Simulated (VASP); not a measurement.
# Pd: band structure with LDA

Crystal: Pd.

```xyz
1
Lattice="0.0000 1.9206 1.9206 1.9206 0.0000 1.9206 1.9206 1.9206 0.0000" Properties=species:S:1:pos:R:3 pbc="T T T"
Pd    0.0000    0.0000    0.0000
```

| Item | Value |
| --- | --- |
| Program | VASP 6.6.1 |
| Task | band structure |
| Functional | LDA |
| Potentials or basis | VASP PAW LDA potentials, release 64 (Pd) |
| Cutoff | 520 eV |
| k mesh | 16 × 16 × 16 |
| Occupations | methfessel-paxton, width 0.1 eV |
| Spin | no spin polarisation |
| Further INCAR settings | ALGO = Normal; EDIFF = 1e-06; NBANDS = 11 |

```
Pressure                : 0.0 GPa
Band gap along the path : none (metal or under the smearing width)
```

Levels at the corners of the path, in eV from the Fermi level:
```csv
point,band 2,band 3,band 4,band 5,band 6,band 7,band 8,band 9
Γ,-3.08,-3.08,-3.08,-1.32,-1.32,17.11,22.06,22.06
X,-5.51,-0.05,0.31,0.31,3.22,11.12,13.26,13.26
X,-5.51,-0.05,0.31,0.31,3.22,11.12,13.26,13.26
W,-3.66,-3.66,-1.44,0.31,9.04,9.04,10.57,11.91
W,-3.66,-3.66,-1.44,0.31,9.04,9.04,10.57,11.91
K,-4.48,-2.16,-1.03,-0.19,7.23,8.18,11.13,16.11
K,-4.48,-2.16,-1.03,-0.19,7.23,8.18,11.13,16.11
Γ,-3.08,-3.08,-3.08,-1.32,-1.32,17.11,22.06,22.06
Γ,-3.08,-3.08,-3.08,-1.32,-1.32,17.11,22.06,22.06
L,-3.12,-3.12,-0.03,-0.03,0.83,7.56,16.49,21.28
L,-3.12,-3.12,-0.03,-0.03,0.83,7.56,16.49,21.28
U,-4.48,-2.16,-1.03,-0.19,7.23,8.18,11.13,16.11
U,-4.48,-2.16,-1.03,-0.19,7.23,8.18,11.13,16.11
W,-3.66,-3.66,-1.44,0.31,9.04,9.04,10.57,11.91
W,-3.66,-3.66,-1.44,0.31,9.04,9.04,10.57,11.91
L,-3.12,-3.12,-0.03,-0.03,0.83,7.56,16.49,21.28
L,-3.12,-3.12,-0.03,-0.03,0.83,7.56,16.49,21.28
K,-4.48,-2.16,-1.03,-0.19,7.23,8.18,11.13,16.11
U,-4.48,-2.16,-1.03,-0.19,7.23,8.18,11.13,16.11
X,-5.51,-0.05,0.31,0.31,3.22,11.12,13.26,13.26
```

Core levels (eV, on the scale of the bands):
```csv
atom,levels
1 Pd,"1s -24015.6, 2s -3501.4, 2p -3143.3, 3s -621.7, 3p -503.5, 3d -314.5, 4s -73.4, 4p -39.4"
```

Run time: 14 s on 1 thread of Intel(R) Xeon(R) Platinum 8488C (Sapphire Rapids) (shared host), peak memory 0.14 GiB.
